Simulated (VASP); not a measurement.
VASP ran on this input.

### KPOINTS
```
Automatic mesh
0
Gamma
16 16 16
0 0 0
```

### INCAR
```
LWAVE=.FALSE.
SYSTEM=Nb
ISMEAR=1   ! Methfessel-Paxton
PARAM2=0.7114
AGGAC=0.0
LASPH=.TRUE.   ! aspherical one-centre terms
PARAM1=0.1234568
EDIFF=1E-7   ! SCF stop (eV)
ISIF=2
ALGO=Normal
LREAL=.FALSE.   ! projection in real space or not
LUSE_VDW=.TRUE.
SIGMA=0.1
PREC=Accurate
NELM=100
ENCUT=520   ! plane-wave cut-off (eV)
LCHARG=.FALSE.
GGA=MK
LMAXMIX=4   ! l cut-off of mixed one-centre charges
ZAB_VDW=-1.8867
```

**POSCAR**
```
Nb
2.9048350
 -0.5773503297   0.5773503297   0.5773503297
  0.5773503297  -0.5773503297   0.5773503297
  0.5773503297   0.5773503297  -0.5773503297
Nb
1
direct
  0.0000000000   0.0000000000   0.0000000000
```

POTCAR, in this order: Nb_sv (PBE.64 set). Program: vasp_std.

Problem. Translate this rev-vdW-DF2 calculation to Quantum ESPRESSO's pw.x.

Solution. One equivalent input (not run):
```
&CONTROL
  calculation = 'scf'
  pseudo_dir = './pseudo'
  outdir = './out'
  tprnfor = .true.
  tstress = .true.
/
&SYSTEM
  ibrav = 0
  nat = 1
  ntyp = 1
  ecutwfc = 82
  occupations = 'smearing'
  smearing = 'methfessel-paxton'
  degauss = 0.00735
  input_dft = 'vdw-df2-b86r'
/
&ELECTRONS
  conv_thr = 7.3e-09
  electron_maxstep = 100
/
ATOMIC_SPECIES
  Nb 92.906 Nb.upf
CELL_PARAMETERS angstrom
    -1.6771074    1.6771074    1.6771074
     1.6771074   -1.6771074    1.6771074
     1.6771074    1.6771074   -1.6771074
ATOMIC_POSITIONS crystal
  Nb   0.0000000  0.0000000  0.0000000
K_POINTS automatic
  16 16 16 0 0 0
```
What does not carry over: the potentials are each code's own (VASP's PAW set, PseudoDojo norm-conserving files in pw.x), so ENCUT and ecutwfc are chosen apart and not converted; conv_thr bounds pw.x's estimated SCF error, while EDIFF bounds the energy change between steps.

The compound is Nb in the bcc structure. This cell is one point of a volume scan, at 1.06 of the reference volume.
